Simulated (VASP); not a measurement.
An input for Quantum ESPRESSO's pw.x (written as the equivalent of a VASP run, and not itself run):

```
&CONTROL
  calculation = 'vc-relax'
  pseudo_dir = './pseudo'
  outdir = './out'
  tprnfor = .true.
  tstress = .true.
  nstep = 60
  forc_conv_thr = 0.00039
/
&SYSTEM
  ibrav = 0
  nat = 2
  ntyp = 2
  ecutwfc = 82
  occupations = 'smearing'
  smearing = 'methfessel-paxton'
  degauss = 0.00735
  input_dft = 'vdw-df2'
/
&ELECTRONS
  conv_thr = 7.3e-08
  electron_maxstep = 100
/
&IONS
/
&CELL
/
ATOMIC_SPECIES
  Nb 92.906 Nb.upf
  C 12.011 C.upf
CELL_PARAMETERS angstrom
     0.0000000    2.2839936    2.2839936
     2.2839936   -0.0000000    2.2839936
     2.2839936    2.2839936    0.0000000
ATOMIC_POSITIONS crystal
  Nb   0.0000000  0.0000000  0.0000000
  C    0.5000000  0.5000000  0.5000000
K_POINTS automatic
  12 12 12 0 0 0
```

Task: Translate this input to VASP (INCAR, KPOINTS, POSCAR, choice of POTCAR).

Result: One answer among several that fit: 
POSCAR:
```
NbC
1
    0.0000000000     2.2839935701     2.2839935701
    2.2839935701    -0.0000000000     2.2839935701
    2.2839935701     2.2839935701     0.0000000000
Nb C
1 1
Direct
  0.0000000000   0.0000000000   0.0000000000
  0.5000000000   0.5000000000   0.5000000000
```

### KPOINTS
```
Automatic mesh
0
Gamma
12 12 12
0 0 0
```

INCAR:
```
AGGAC  =  0.0
ALGO  =  Normal
EDIFF  =  1E-6
EDIFFG  =  -0.01
ENCUT  =  520
GGA  =  ML
IBRION  =  2
ISIF  =  3
ISMEAR  =  1
LASPH  =  .TRUE.
LCHARG  =  .FALSE.
LMAXMIX  =  4
LREAL  =  .FALSE.
LUSE_VDW  =  .TRUE.
LWAVE  =  .FALSE.
NELM  =  100
NSW  =  60
PREC  =  Accurate
SIGMA  =  0.1
SYSTEM  =  NbC
ZAB_VDW  =  -1.8867
```

POTCAR, in this order: Nb_sv C (PBE.64 set). Program: vasp_std.

The two are equivalent in intent, not identical: the potentials are each code's own (VASP's PAW set, PseudoDojo norm-conserving files in pw.x), so ENCUT and ecutwfc are chosen apart and not converted; conv_thr bounds pw.x's estimated SCF error, while EDIFF bounds the energy change between steps; forc_conv_thr acts on force components and is met together with etot_conv_thr.

The compound is NbC in the rock salt structure. It was relaxed first, which changed the volume by +7 %. The start is the result of an earlier pass.
